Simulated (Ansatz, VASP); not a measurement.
# Cross-check of K6Ca4Ti2Zn3Si15O44 (glassy 56SiO2-11K2O-15CaO-11ZnO-7TiO2 (mol %)) between VASP and Ansatz

Wanted: the spread between two codes on one cell, functional and k mesh. Of the first pair: The structure shown is the start of the Ansatz relaxation below; VASP solves that cell, so the two are compared at the walk's first step.

Method: plane waves, with VASP 6.6.1 beside it; single point at PBE, in Ansatz 0.2.0.

### Step 1. Set-up

The cell holds 74 atoms: 15 Si, 6 K, 4 Ca, 3 Zn, 2 Ti and 44 O. Cell: a = 10.207 Å, b = 10.207 Å, c = 10.207 Å, α = 90.0°, β = 90.0°, γ = 90.0°. As first built, before any earlier steps moved the atoms (in the runner's words): 74 atoms (15 Si, 6 K, 4 Ca, 3 Zn, 2 Ti, 44 O) placed at random at 2.74 g/cm^3, melted at 4000 K for 10 ps at fixed volume with the Morse and Coulomb pair potential with partial charges (Pedone, Malavasi, Menziani, Cormack and Segre, J. Phys. Chem. B 110, 11780 (2006)). Quenched from 4000 K to 300 K at 20 K/ps and fixed volume, held 10 ps at zero pressure.

### Step 2. Ansatz: relaxation, PBE

Ansatz runs on its default PAW (the set named soft_2) files.

The two programs are compared at the cell with which this relaxation starts, whose forces are those of its first step.

Contents of input.yaml:

```yaml
crystal:
  lattice:
    - [10.20688, 0.0, 0.0]
    - [0.0, 10.20688, 0.0]
    - [0.0, 0.0, 10.20688]
  atoms:
    - { symbol: Si, position: [0.442, 0.73706, 0.35994] }
    - { symbol: Si, position: [0.16683, 0.64639, 0.31393] }
    - { symbol: Si, position: [0.47168, 0.13615, 0.50954] }
    - { symbol: Si, position: [0.99495, 0.12124, 0.64351] }
    - { symbol: Si, position: [0.1379, 0.2785, 0.86349] }
    - { symbol: Si, position: [0.73511, 0.73314, 0.68222] }
    - { symbol: Si, position: [0.8343, 0.49686, 0.03948] }
    - { symbol: Si, position: [0.21585, 0.0498, 0.04634] }
    - { symbol: Si, position: [0.13822, 0.53728, 0.59956] }
    - { symbol: Si, position: [0.0914, 0.57704, 0.89898] }
    - { symbol: Si, position: [0.45776, 0.86304, 0.62872] }
    - { symbol: Si, position: [0.38532, 0.36341, 0.70114] }
    - { symbol: Si, position: [0.57823, 0.5319, 0.85533] }
    - { symbol: Si, position: [0.87274, 0.93717, 0.86378] }
    - { symbol: Si, position: [0.60826, 0.88278, 0.14552] }
    - { symbol: K, position: [0.16419, 0.86685, 0.73247] }
    - { symbol: K, position: [0.83579, 0.39529, 0.68792] }
    - { symbol: K, position: [0.18954, 0.27205, 0.36258] }
    - { symbol: K, position: [0.35598, 0.44094, 0.12188] }
    - { symbol: K, position: [0.47564, 0.07414, 0.87142] }
    - { symbol: K, position: [0.77089, 0.91353, 0.40108] }
    - { symbol: Ca, position: [0.68395, 0.21619, 0.05329] }
    - { symbol: Ca, position: [0.88859, 0.56913, 0.39611] }
    - { symbol: Ca, position: [0.94004, 0.12497, 0.08338] }
    - { symbol: Ca, position: [0.19514, 0.95172, 0.37256] }
    - { symbol: Zn, position: [0.46852, 0.16475, 0.20998] }
    - { symbol: Zn, position: [0.63162, 0.47445, 0.30058] }
    - { symbol: Zn, position: [0.93652, 0.78631, 0.11513] }
    - { symbol: Ti, position: [0.36533, 0.76036, 0.94458] }
    - { symbol: Ti, position: [0.77268, 0.23238, 0.42047] }
    - { symbol: O, position: [0.12058, 0.14334, 0.95109] }
    - { symbol: O, position: [0.4321, 0.27019, 0.57917] }
    - { symbol: O, position: [0.28282, 0.47652, 0.65329] }
    - { symbol: O, position: [0.60875, 0.82048, 0.62657] }
    - { symbol: O, position: [0.29724, 0.72793, 0.28405] }
    - { symbol: O, position: [0.78427, 0.04235, 0.93258] }
    - { symbol: O, position: [0.13487, 0.42214, 0.91787] }
    - { symbol: O, position: [0.83067, 0.71681, 0.56907] }
    - { symbol: O, position: [0.56057, 0.33104, 0.20346] }
    - { symbol: O, position: [0.45097, 0.01668, 0.60954] }
    - { symbol: O, position: [0.62668, 0.14718, 0.46717] }
    - { symbol: O, position: [0.20244, 0.67143, 0.95239] }
    - { symbol: O, position: [0.33447, 0.15409, 0.06814] }
    - { symbol: O, position: [0.78944, 0.81667, 0.80634] }
    - { symbol: O, position: [0.13489, 0.02815, 0.17535] }
    - { symbol: O, position: [0.16415, 0.63774, 0.48024] }
    - { symbol: O, position: [0.69784, 0.49644, 0.95351] }
    - { symbol: O, position: [0.83603, 0.17707, 0.2697] }
    - { symbol: O, position: [0.50351, 0.59988, 0.36503] }
    - { symbol: O, position: [0.88073, 0.34677, 0.01618] }
    - { symbol: O, position: [0.11887, 0.07537, 0.55866] }
    - { symbol: O, position: [0.98102, 0.8872, 0.95498] }
    - { symbol: O, position: [0.65505, 0.61221, 0.74017] }
    - { symbol: O, position: [0.74106, 0.39569, 0.4435] }
    - { symbol: O, position: [0.542, 0.83006, 0.28858] }
    - { symbol: O, position: [0.87998, 0.16971, 0.54607] }
    - { symbol: O, position: [0.76239, 0.84852, 0.14888] }
    - { symbol: O, position: [0.79946, 0.53868, 0.18268] }
    - { symbol: O, position: [0.28015, 0.92292, 0.98066] }
    - { symbol: O, position: [0.95026, 0.58465, 0.97967] }
    - { symbol: O, position: [0.46278, 0.60723, 0.91308] }
    - { symbol: O, position: [0.14791, 0.50511, 0.25453] }
    - { symbol: O, position: [0.50676, 0.40864, 0.79226] }
    - { symbol: O, position: [0.03895, 0.44457, 0.53461] }
    - { symbol: O, position: [0.51388, 0.8225, 0.03692] }
    - { symbol: O, position: [0.38878, 0.10838, 0.3751] }
    - { symbol: O, position: [0.58298, 0.03843, 0.14925] }
    - { symbol: O, position: [0.38778, 0.80372, 0.49452] }
    - { symbol: O, position: [0.04177, 0.72851, 0.27435] }
    - { symbol: O, position: [0.08431, 0.60385, 0.74267] }
    - { symbol: O, position: [0.29034, 0.27035, 0.79943] }
    - { symbol: O, position: [0.39304, 0.81646, 0.7607] }
    - { symbol: O, position: [0.93764, 0.01026, 0.73391] }
    - { symbol: O, position: [0.04251, 0.24444, 0.74592] }
kpoints:
  mp_grid: { grid: [1, 1, 1] }
hamiltonian:
  xc: pbe
scf:
  occupations: { method: gaussian, width: 0.05 }
output:
  forces: true
relax:
  f_tol: 0.05
  max_steps: 150
  cell: {}
```

Command:

```sh
> ansatz run input.yaml --threads 4 --pin off --max-ram 8192MiB --backend cpu --events-out ev --progress --plain --runs-dir out
```

Numbers of over 12 decimals in the logs are rounded to 6 here.

The log of the run:

```text
Engine: ansatz 0.2.0, aarch64-unknown-linux-gnu
Pseudopotentials: kind: paw
Pseudopotential: Si, paw, valence charge 4, recommended cutoff 420 eV (normal), Si.paw.azcp
Pseudopotential: K, paw, valence charge 9, recommended cutoff 420 eV (normal), K.paw.azcp
Pseudopotential: Ca, paw, valence charge 10, recommended cutoff 420 eV (normal), Ca.paw.azcp
Pseudopotential: Zn, paw, valence charge 12, recommended cutoff 420 eV (normal), Zn.paw.azcp
Pseudopotential: Ti, paw, valence charge 12, recommended cutoff 420 eV (normal), Ti.paw.azcp
Pseudopotential: O, paw, valence charge 6, recommended cutoff 420 eV (normal), O.paw.azcp
Functional definition: PBE
  parameter kappa = 0.804
  parameter beta = 0.066725
  exchange = pbe_x(kappa = kappa, mu = beta*pi^2/3)
  correlation = pbe_c(beta = beta)
Crystal: 74 atoms, lattice volume = 1063.357 Å³
Basis set: ecut = 420 eV, 20719 PW (Γ), exchange–correlation on 144×144×144 points (8 copies of the dense FFT grid, shifted against one another)
Bands: 313, of which v1, the nominal top of the filled ones, is band 239 counted from 1 (238 counted from 0)
Symmetry: 1 space group operations
Space group: P1 (ITA 1), of the structure as read, at distance tolerance 1.0e-4 Å
k-points: 1
Non-local potential: Si, projectors of the file, l = 0: 2, l = 1: 2, l = 2: 2
Non-local potential: K, projectors of the file, l = 0: 3, l = 1: 2, l = 2: 2
Non-local potential: Ca, projectors of the file, l = 0: 3, l = 1: 2, l = 2: 2
Non-local potential: Zn, projectors of the file, l = 0: 2, l = 1: 2, l = 2: 3, l = 3: 1
Non-local potential: Ti, projectors of the file, l = 0: 3, l = 1: 2, l = 2: 3, l = 3: 1
Non-local potential: O, projectors of the file, l = 0: 2, l = 1: 2, l = 2: 1
PAW form: soft (Blöchl's): semilocal exchange-correlation on the pseudo side does not see the compensation charge
PAW one-centre angular grid: Si, 110 points (default); XC on 64 Gauss nodes
PAW one-centre angular grid: K, 110 points (default); XC on 64 Gauss nodes
PAW one-centre angular grid: Ca, 110 points (default); XC on 64 Gauss nodes
PAW one-centre angular grid: Zn, 590 points (default); XC on 64 Gauss nodes
PAW one-centre angular grid: Ti, 590 points (default); XC on 64 Gauss nodes
PAW one-centre angular grid: O, 110 points (default); XC on 64 Gauss nodes
Initial density: superposition of atomic densities (neutral atoms: chi_scale 0, normalization atom), corrected by the library's trained network
Initial wavefunctions: pseudopotential atomic-orbital guess
Functional: x = pbe(κ = 0.804, μ = 0.219515), c = pbe(β = 0.066725)
SCF iter   1: F=—  HF=-66030.885119 eV  |F-HF|=—  |Δ(HF+E_count)|=         —  Δρ=2.57e-3  dr2=9.85e-2  ethr=1.77e-3  ⟨swp⟩=6.0  Hψ=1366  notcnv=0  defer=64
preconditioner: auto → Resta (q_TF=auto, 2.388 Å⁻¹)  ε∞=3.6  [insulator: Δε(μ)=2.437 eV  Ē_g=14.741 eV  σ=0.050 eV  W_gap=1.00  n_scr=250 (ndim 8)  ℏωp=23.9 eV  f_vac=0.134  D(μ)=0.00/eV (n_scr^D=0)  ε∞_Penn≈3.6]
SCF iter   2: F=—  HF=-66030.875350 eV  |F-HF|=—  |Δ(HF+E_count)|=   9.77e-3  Δρ=1.41e-3  dr2=2.25e-2  ethr=2.06e-5  ⟨swp⟩=2.0  Hψ=550  notcnv=0  defer=69
SCF iter   3: F=—  HF=-66030.874920 eV  |F-HF|=—  |Δ(HF+E_count)|=   4.30e-4  Δρ=6.49e-4  dr2=7.61e-3  ethr=4.71e-6  ⟨swp⟩=2.0  Hψ=411  notcnv=0  defer=69
SCF iter   4: F=—  HF=-66030.874600 eV  |F-HF|=—  |Δ(HF+E_count)|=   3.20e-4  Δρ=3.72e-4  dr2=1.90e-3  ethr=1.59e-6  ⟨swp⟩=2.0  Hψ=486  notcnv=0  defer=69
SCF iter   5: F=—  HF=-66030.874380 eV  |F-HF|=—  |Δ(HF+E_count)|=   2.21e-4  Δρ=1.79e-4  dr2=4.34e-4  ethr=3.98e-7  ⟨swp⟩=2.0  Hψ=481  notcnv=0  defer=69
SCF iter   6: F=—  HF=-66030.874356 eV  |F-HF|=—  |Δ(HF+E_count)|=   2.37e-5  Δρ=7.75e-5  dr2=7.34e-5  ethr=9.08e-8  ⟨swp⟩=2.0  Hψ=481  notcnv=0  defer=69
SCF iter   7: F=—  HF=-66030.876097 eV  |F-HF|=—  |Δ(HF+E_count)|=   1.74e-3  Δρ=3.59e-5  dr2=1.40e-5  ethr=1.54e-8  ⟨swp⟩=2.0  Hψ=474  notcnv=0  defer=69
SCF iter   8: F=—  HF=-66030.876100 eV  |F-HF|=—  |Δ(HF+E_count)|=   3.44e-6  Δρ=1.28e-5  dr2=2.07e-6  ethr=2.93e-9  ⟨swp⟩=2.0  Hψ=477  notcnv=0  defer=69
SCF iter   9: F=—  HF=-66030.876102 eV  |F-HF|=—  |Δ(HF+E_count)|=   1.50e-6  Δρ=7.20e-6  dr2=6.29e-7  ethr=4.33e-10  ⟨swp⟩=2.0  Hψ=477  notcnv=0  defer=69
SCF iter  10: F=—  HF=-66030.876102 eV  |F-HF|=—  |Δ(HF+E_count)|=   2.88e-7  Δρ=3.59e-6  dr2=1.53e-7  ethr=1.32e-10  ⟨swp⟩=2.0  Hψ=483  notcnv=0  defer=69
SCF iter  11: F=-66030.876102 eV  HF=-66030.876102 eV  |F-HF|=3.45e-9  |Δ(HF+E_count)|=   3.30e-8  Δρ=1.58e-6  dr2=3.26e-8  ethr=2.09e-11  ⟨swp⟩=4.0  Hψ=926  notcnv=0
SCF 1 converged in 11 iterations: F = -66030.876102 eV  dr2 = 3.26e-8
  greatest PAW one-centre occupation: 0.999 electrons in one spin orbital (limit 2), on the Ti atom at site 29 (counted from 0), in its partial waves of l = 0
[...]
atom  36  O     -0.00422463     0.00040406    -0.00159316
  atom  37  O      0.00492609     0.00061406    -0.00448000
  atom  38  O      0.01314348    -0.01176258     0.00021653
  atom  39  O     -0.00123499    -0.01084375    -0.00778805
  atom  40  O      0.00619058    -0.00710594    -0.00088945
  atom  41  O      0.00704739     0.00708441    -0.00048141
  atom  42  O      0.01839310     0.01338066    -0.00892568
  atom  43  O     -0.00797160    -0.01197221    -0.00764172
  atom  44  O      0.01898955     0.00059936    -0.00429294
  atom  45  O     -0.00663202    -0.00631546     0.00610688
  atom  46  O      0.00025035    -0.00230537     0.01527678
  atom  47  O     -0.01149311     0.01496151    -0.00326796
  atom  48  O     -0.01206616     0.00100816     0.00643472
  atom  49  O     -0.00703253    -0.00083626     0.00000291
  atom  50  O      0.00838539    -0.00410094     0.00393563
  atom  51  O      0.00555133    -0.00317736    -0.00461656
  atom  52  O     -0.00064955    -0.00630650    -0.00363201
  atom  53  O      0.00412603     0.01268699    -0.01502130
  atom  54  O     -0.00685818    -0.01818860     0.00299173
  atom  55  O      0.00023526    -0.00083670    -0.00129457
  atom  56  O      0.00289483     0.00373037     0.00083459
  atom  57  O      0.00707769    -0.00336312    -0.00520599
  atom  58  O     -0.00479151    -0.00084809     0.00804638
  atom  59  O     -0.00225916     0.00211370     0.00721320
[...]
atom  67  O      0.00480498    -0.00221830    -0.00588560
  atom  68  O     -0.00054047    -0.01442494     0.00004131
  atom  69  O     -0.00830481     0.00738439    -0.01053305
  atom  70  O      0.00270707    -0.00155615    -0.00445073
  atom  71  O     -0.00618726    -0.00230667     0.00198458
  atom  72  O      0.00417263    -0.00377357    -0.00249932
  atom  73  O      0.00079019    -0.00151578    -0.00075477
  atom  74  O     -0.00416005    -0.00811479    -0.01466025
  max |Σ_I F_I| component: 4.71e-5 eV/Å
--- Stress (GPa, compression-positive) ---
       -0.023038       0.010532       0.002745
        0.010531      -0.013449      -0.005915
        0.002744      -0.005915      -0.010733
  P = ⅓ Tr σ = -0.0157 GPa (-0.157 kbar)
--- Relaxed structure (14 steps of the walk, 12 accepted, 2 SCFs on fresh bases) ---
  F+E_penalty+E_count = -66037.20028564 eV   max|allowed force component| = 2.840e-2 eV/Å   (the final SCF, on the basis selected at the relaxed cell)
  cell:  # Å, volume = 1071.0991 Å³
    - [10.328827, 0.062882, -0.0029518]
    - [0.062882, 10.288390, -0.090757]
    - [-0.0029518, -0.090757, 10.080496]
  atoms:
    - { symbol: Si, position: [0.435913, 0.731464, 0.354296] }
    - { symbol: Si, position: [0.152382, 0.659620, 0.322843] }
    - { symbol: Si, position: [0.463730, 0.130314, 0.504467] }
    - { symbol: Si, position: [0.991280, 0.113917, 0.631562] }
    - { symbol: Si, position: [0.155058, 0.265883, 0.841401] }
    - { symbol: Si, position: [0.729999, 0.737834, 0.679930] }
    - { symbol: Si, position: [0.839848, 0.480273, 0.042459] }
    - { symbol: Si, position: [0.239775, 0.067885, 0.050992] }
    - { symbol: Si, position: [0.140131, 0.540630, 0.598404] }
    - { symbol: Si, position: [0.099298, 0.566809, 0.902735] }
    - { symbol: Si, position: [0.466569, 0.862989, 0.626372] }
    - { symbol: Si, position: [0.382854, 0.364340, 0.688833] }
    - { symbol: Si, position: [0.581180, 0.530672, 0.853630] }
    - { symbol: Si, position: [0.857853, 0.951347, 0.863190] }
    - { symbol: Si, position: [0.607023, 0.884784, 0.155261] }
    - { symbol: K, position: [0.140874, 0.853555, 0.737216] }
    - { symbol: K, position: [0.841123, 0.410461, 0.696499] }
    - { symbol: K, position: [0.151930, 0.280931, 0.370430] }
    - { symbol: K, position: [0.343292, 0.449001, 0.118335] }
    - { symbol: K, position: [0.512195, 0.062110, 0.879050] }
    - { symbol: K, position: [0.804057, 0.910540, 0.419441] }
    - { symbol: Ca, position: [0.695944, 0.226107, 0.078440] }
    - { symbol: Ca, position: [0.901717, 0.557748, 0.395661] }
    - { symbol: Ca, position: [0.957241, 0.117813, 0.083957] }
    - { symbol: Ca, position: [0.200603, 0.950404, 0.366606] }
    - { symbol: Zn, position: [0.464726, 0.159863, 0.226978] }
    - { symbol: Zn, position: [0.629429, 0.473554, 0.290590] }
    - { symbol: Zn, position: [0.927460, 0.782578, 0.116299] }
    - { symbol: Ti, position: [0.375666, 0.767061, 0.942721] }
    - { symbol: Ti, position: [0.759612, 0.228023, 0.415521] }
    - { symbol: O, position: [0.138530, 0.145874, 0.943868] }
    - { symbol: O, position: [0.429796, 0.276558, 0.562512] }
    - { symbol: O, position: [0.287175, 0.481066, 0.637572] }
    - { symbol: O, position: [0.620695, 0.837214, 0.612231] }
    - { symbol: O, position: [0.288895, 0.737599, 0.281512] }
    - { symbol: O, position: [0.776773, 0.073225, 0.924108] }
    - { symbol: O, position: [0.136623, 0.409959, 0.911753] }
    - { symbol: O, position: [0.830614, 0.692947, 0.568307] }
    - { symbol: O, position: [0.557461, 0.321542, 0.210597] }
    - { symbol: O, position: [0.441267, 0.022069, 0.623132] }
    - { symbol: O, position: [0.614011, 0.126767, 0.458028] }
    - { symbol: O, position: [0.209917, 0.663340, 0.960003] }
    - { symbol: O, position: [0.354805, 0.170477, 0.069627] }
    - { symbol: O, position: [0.779731, 0.821918, 0.809976] }
    - { symbol: O, position: [0.147459, 0.053153, 0.180849] }
    - { symbol: O, position: [0.154995, 0.663806, 0.493534] }
    - { symbol: O, position: [0.703322, 0.474266, 0.943563] }
    - { symbol: O, position: [0.833838, 0.171492, 0.266871] }
    - { symbol: O, position: [0.494955, 0.589260, 0.351820] }
    - { symbol: O, position: [0.888535, 0.331474, 0.034355] }
    - { symbol: O, position: [0.096060, 0.049007, 0.532645] }
    - { symbol: O, position: [0.964703, 0.904575, 0.974188] }
    - { symbol: O, position: [0.648940, 0.614511, 0.738015] }
    - { symbol: O, position: [0.749305, 0.401786, 0.432455] }
[...]
- { symbol: O, position: [0.595767, 0.041245, 0.145268] }
    - { symbol: O, position: [0.391207, 0.797744, 0.500695] }
    - { symbol: O, position: [0.032565, 0.761435, 0.284614] }
    - { symbol: O, position: [0.081821, 0.599753, 0.743130] }
    - { symbol: O, position: [0.303099, 0.263900, 0.783643] }
    - { symbol: O, position: [0.404355, 0.812993, 0.765335] }
    - { symbol: O, position: [0.937794, -0.000365115, 0.728924] }
    - { symbol: O, position: [0.048353, 0.235642, 0.726429] }
```

(Continued in part 2 of 3.)

[Lines on the potential files, build, host, timing and source positions are cut from VASP's logs without a mark.]

[Logs are printed without paths, hosts, clocks, repeated set-up lines and the standing remarks that a program may print on its own settings, such as how far it seeks lower states.]

[Hosts, paths, dates, database ids (printed as entryN), source tags and the programs' standing remarks are cut or masked in the printed files.]
